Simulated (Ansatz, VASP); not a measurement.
# Two plane-wave programs on NaLaMnMoO6

Contents of INCAR:

```
SYSTEM = NaLaMnMoO6
PREC = Accurate ; ENCUT = 520
EDIFF = 1E-6 ; ISMEAR = -1
SIGMA = 0.05 ; LREAL = .False.
LASPH = .True. ; NELM = 120
ALGO = Normal ; ISIF = 2
LWAVE = .False. ; LCHARG = .False.
ISPIN = 2 ; MAGMOM = 0 0 4 1 0 0 0 0 0 0
LORBIT = 11 ; LMAXMIX = 6
GGA = PE ; LOPTICS = .True.
NBANDS = 88 ; NEDOS = 2000
CSHIFT = 0.1 ; KPAR = 4
```

Contents of KPOINTS:

```
regular mesh
0
Gamma
  6 6 6
  0 0 0
```

File POSCAR:

```
NaLaMnMoO6
1.0
    4.9777500000     -2.8814600000      0.0205500000
    4.9777500000      2.8814600000      0.0205500000
   -3.0608600000      0.0000000000      4.5978500000
Na La Mn Mo O
1 1 1 1 6
Direct
    0.9948200000      0.9948200000      0.4999400000
    0.7530700000      0.7530700000      0.7882500000
    0.2501600000      0.2501600000      0.1981100000
    0.4986700000      0.4986700000      0.9972200000
    0.3033800000      0.3033800000      0.6139600000
    0.3290200000      0.8285000000      0.8764900000
    0.1955800000      0.6363000000      0.1535400000
    0.6363000000      0.1955800000      0.1535400000
    0.8285000000      0.3290200000      0.8764900000
    0.7105000000      0.7105000000      0.3424600000
```

File input.yaml:

```yaml
crystal:
  lattice:
    - [4.97775, -2.88146, 0.02055]
    - [4.97775, 2.88146, 0.02055]
    - [-3.06086, 0.0, 4.59785]
  atoms:
    - { symbol: Na, position: [0.99482, 0.99482, 0.49994] }
    - { symbol: La, position: [0.75307, 0.75307, 0.78825] }
    - { symbol: Mn, position: [0.25016, 0.25016, 0.19811], spin: 4.0 }
    - { symbol: Mo, position: [0.49867, 0.49867, 0.99722], spin: 1.0 }
    - { symbol: O, position: [0.30338, 0.30338, 0.61396] }
    - { symbol: O, position: [0.32902, 0.8285, 0.87649] }
    - { symbol: O, position: [0.19558, 0.6363, 0.15354] }
    - { symbol: O, position: [0.6363, 0.19558, 0.15354] }
    - { symbol: O, position: [0.8285, 0.32902, 0.87649] }
    - { symbol: O, position: [0.7105, 0.7105, 0.34246] }
hamiltonian:
  xc: pbe
  pseudopotentials: { kind: nc, accuracy: standard }
magnetization:
  spin_polarized: true
kpoints:
  mp_grid: { grid: [6, 6, 6] }
scf:
  occupations: { method: fermi_dirac, width: 0.05 }
output:
  forces: true
  stress: true
  eigenvalues: true
```

The cell was built by a generator and needn't be a form met in nature.

Alike in both runs: functional PBE; k mesh 6 × 6 × 6; occupations fermi-dirac, width 0.05 eV; collinear spin, ferromagnetic start.

|  | VASP | Ansatz |
| --- | --- | --- |
| version | VASP 6.6.1 | Ansatz 0.2.0 |
| potentials or method | VASP PAW PBE potentials, release 64 (Na_pv, La, Mn_pv, Mo_sv, O) | PseudoDojo standard (PBE files) |
| plane-wave cutoff (eV) | 520 | 1497 |
| valence electrons in the cell | 81 | 85 |
| task | optical spectrum | single point |

Ansatz gave:

* gap on the k mesh at the Fermi level (eV): 0.97
* least direct gap on the mesh (eV): 1.04
* pressure (GPa): -0.2
* largest component of the traceless stress (GPa): 0.05
* rms of the force components (eV/Å): 0.018
* net moment per atom (μB): 0.50
* size of the moment on the site where the two differ most (μB): 3.94

Question: Estimate VASP's values.

Answer: gap on the k mesh at the Fermi level (eV): 0.91; least direct gap on the mesh (eV): 1.00; pressure (GPa): 0.2; largest component of the traceless stress (GPa): 0.03; rms of the force components (eV/Å): 0.021; net moment per atom (μB): 0.50; size of the moment on the site where the two differ most (μB): 4.35.

Site moments also hang on the region over which each program counts them. Atom by atom the forces differ by 0.030 eV/Å (rms over components). The two sets of potentials don't hold the same shells in valence.

Caveats: spin-orbit coupling is left out, which moves the levels of the heavy elements; a cell with one magnetic atom can't hold antiferromagnetic order, which such compounds often take; spectra need much finer meshes, so this one isn't converged (VASP); independent-particle spectra lack excitons (VASP). A hybrid or GW would open this gap; PBE tends to underestimate it. A k mesh can miss the band edges.
